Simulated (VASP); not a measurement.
Data:

```
AgCl
1.0
    0.00000     2.76759     2.76759
    2.76759     0.00000     2.76759
    2.76759     2.76759     0.00000
Ag Cl
1 1
Cartesian
  0.00000   0.00000   0.00000
  2.76759   2.76759   2.76759
```

Computed with r2SCAN meta-GGA, VASP's PBE PAW potentials (set 64) (plane waves; VASP). Numerical set-up: 400 eV cut-off, 8×8×8 Γ-centred mesh, Gaussian smearing of 0.050 eV, potentials Ag Cl.

### Question
What does the run give for the energy per atom (σ→0), band gap (on the k-mesh) with the smallest direct gap where there is one?

### Answer

The band gap (on the k-mesh) is 1.42 eV and the smallest direct gap (on the k-mesh) is 3.72 eV. The energy per atom (σ→0) is -14320 meV/atom.

The compound is AgCl in the rock salt structure. It was relaxed first. The start is the result of an earlier pass.
